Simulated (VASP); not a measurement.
Runs of VASP 6.6.1 on BrCIH2. The cell holds a molecule in a box, 5 atoms: a = 13.000 Å, b = 11.000 Å, c = 12.000 Å, α = 90.00°, β = 90.00°, γ = 90.00°. 

| task | level | potentials or basis | cell | cutoff (eV) | grid for exact exchange (PRECFOCK) | exchange at q = 0 | gap on the mesh (eV) | largest force (eV/Å) |
| --- | --- | --- | --- | --- | --- | --- | --- | --- |
| single point | r2SCAN0+D4 | VASP PAW PBE potentials, release 64 (Br, C_h, I, H_h) | as given | 900 | Normal | default | (b) | (a) |
| single point | PBE | VASP PAW PBE potentials, release 64 (Br, C, I, H) | as given | 520 | - | - | 3.99 | 0.41 |
| electron localisation function | PBE | VASP PAW PBE potentials, release 64 (Br, C, I, H) | as given | 520 | - | - | 3.99 | 0.41 |
| atomic charges | PBE+TS | VASP PAW PBE potentials, release 64 (Br, C, I, H) | as given | 520 | - | - | 3.99 | 0.43 |
| single point | PBE0+D4 | VASP PAW PBE potentials, release 64 (Br, C, I, H) | as given | 520 | Fast | truncated | 6.00 | 0.06 |
| relaxation of the atoms | PBE | VASP PAW PBE potentials, release 64 (Br, C, I, H) | atoms relaxed from: atoms moved at random, drawn with an rms of 0.02 Å | 520 | - | - | 3.88 | 0.01 |
| single point | PBE | VASP PAW PBE potentials, release 64 (Br, C, I, H) | atoms moved at random, drawn with an rms of 0.05 Å | 520 | - | - | 3.71 | 3.67 |
| single point | SCAN+D4 | VASP PAW PBE potentials, release 64 (Br, C, I, H) | as given | 520 | - | - | 4.44 | 0.24 |

Alike in all rows: no spin polarisation; k mesh 1 × 1 × 1; smearing gaussian 0.01 eV.

**Question.** Estimate the missing entries.

**Answer.** (a) 0.22; (b) 6.29.

Caveats: spin-orbit coupling is left out, which moves the levels of the heavy elements; the PAW data sets were made with another functional, which shifts forces and pressure a little (some runs).

A k mesh can miss the band edges, and the runs leave out spin-orbit coupling on Br, I.
